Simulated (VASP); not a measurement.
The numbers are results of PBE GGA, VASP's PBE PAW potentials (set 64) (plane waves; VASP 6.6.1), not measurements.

VASP ran on this input.

### KPOINTS
```
Automatic mesh
0
Gamma
13 13 13
0 0 0
```

**POSCAR**
```
CoAl
1
    2.8224392514     0.0000000000     0.0000000000
    0.0000000000     2.8224392514     0.0000000000
    0.0000000000     0.0000000000     2.8224392514
Al Co
1 1
Direct
  0.5000000000   0.5000000000   0.5000000000
  0.0000000000   0.0000000000   0.0000000000
```

INCAR:
```
SYSTEM = CoAl
PREC = Accurate; ENCUT = 520; LREAL = .FALSE.
LASPH = .TRUE.
EDIFF = 1E-7; NELM = 100; ALGO = Normal
LMAXMIX = 4
ISMEAR = 1; SIGMA = 0.1
GGA = PE
ISIF = 2
LWAVE = .FALSE.; LCHARG = .FALSE.
```

POTCAR, in this order: Al Co (PBE.64 set). Program: vasp_std.

What does the run give for the energy per atom (σ→0), pressure, band gap (on the k-mesh)?

| Quantity | Value |
|---|---|
| energy per atom (σ→0) | -5.988 eV/atom |
| band gap (on the k-mesh) | none (metal, semimetal or under 0.01 eV) |
| pressure | 5.88 GPa |

**OSZICAR**
```
...
DAV:   7    -0.119991334263E+02    0.42233E+01   -0.31801E+01  1856   0.809E+01    0.188E+00
DAV:   8    -0.119911651722E+02    0.79683E-02   -0.22056E-01  1744   0.423E+00    0.120E+00
DAV:   9    -0.119767066632E+02    0.14459E-01   -0.47359E-02  2024   0.311E+00    0.308E-01
DAV:  10    -0.119762423280E+02    0.46434E-03   -0.13335E-03  2206   0.516E-01    0.142E-01
DAV:  11    -0.119762291781E+02    0.13150E-04   -0.25481E-05  1942   0.470E-02    0.201E-02
DAV:  12    -0.119762259809E+02    0.31972E-05   -0.15156E-05  2044   0.550E-02    0.561E-03
DAV:  13    -0.119762259770E+02    0.39084E-08   -0.26677E-07  1610   0.478E-03
   1 F= -.11976226E+02 E0= -.11976128E+02  d E =-.293046E-03
```

The compound is CoAl in the CsCl type structure. This cell is one point of a volume scan, at 0.97 of the reference volume. The run is not spin-polarised, so no magnetic state was tried.
